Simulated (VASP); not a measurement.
A VASP calculation is set up with these files.

File KPOINTS:
```
Automatic mesh
0
Gamma
5 5 5
0 0 0
```

**POSCAR**
```
NaTc2
1.0
  0.0000000000   3.7635000000   3.7635000000
  3.7635000000   0.0000000000   3.7635000000
  3.7635000000   3.7635000000   0.0000000000
Tc Na
4 2
Cart
  0.9408750000   0.9408750000   0.9408750000
  0.9408750000   2.8226250000   2.8226250000
  2.8226250000   0.9408750000   2.8226250000
  2.8226250000   2.8226250000   0.9408750000
  5.6452500000   5.6452500000   5.6452500000
  3.7635000000   3.7635000000   3.7635000000
```

INCAR:
```
SYSTEM = NaTc2
PREC = Accurate
ENCUT = 300
EDIFF = 1E-6
NELM = 100
ALGO = Normal
LREAL = .FALSE.
LASPH = .TRUE.
ISMEAR = -1
SIGMA = 0.1
GGA = PE
LMAXMIX = 4
LWAVE = .FALSE.
LCHARG = .FALSE.
ISIF = 2
```

POTCAR, in this order: Tc_pv Na_pv (PBE.64 set). Program: vasp_std.

Write an equivalent input for Ansatz.

One equivalent input (not run):
Ansatz 0.2 input:
```yaml
crystal:
  lattice:
    - [0.0000000, 3.7635000, 3.7635000]
    - [3.7635000, 0.0000000, 3.7635000]
    - [3.7635000, 3.7635000, 0.0000000]
  atoms:
    - { symbol: Tc, position: [0.1250000, 0.1250000, 0.1250000] }
    - { symbol: Tc, position: [0.6250000, 0.1250000, 0.1250000] }
    - { symbol: Tc, position: [0.1250000, 0.6250000, 0.1250000] }
    - { symbol: Tc, position: [0.1250000, 0.1250000, 0.6250000] }
    - { symbol: Na, position: [0.7500000, 0.7500000, 0.7500000] }
    - { symbol: Na, position: [0.5000000, 0.5000000, 0.5000000] }
kpoints:
  mp_grid: { grid: [5, 5, 5] }
hamiltonian:
  xc: pbe
  pseudopotentials: { kind: paw }
scf:
  occupations: { method: fermi_dirac, width: 0.1 }
  max_iter: 100
output: { forces: true, stress: true, eigenvalues: true }
```
Limits of the translation: each code has its own PAW files, so the cut-off isn't converted (ENCUT is set for VASP's; basis.ecutwfc is left out, and Ansatz then takes the one that its files recommend); Ansatz stops its SCF on the density residual and VASP on the energy change (EDIFF).

The structure was generated: NaTc2 was put into an ordered model structure, which need not be its known phase. The cell was not relaxed at this level, and its volume differs by -5.9 % from the start's.
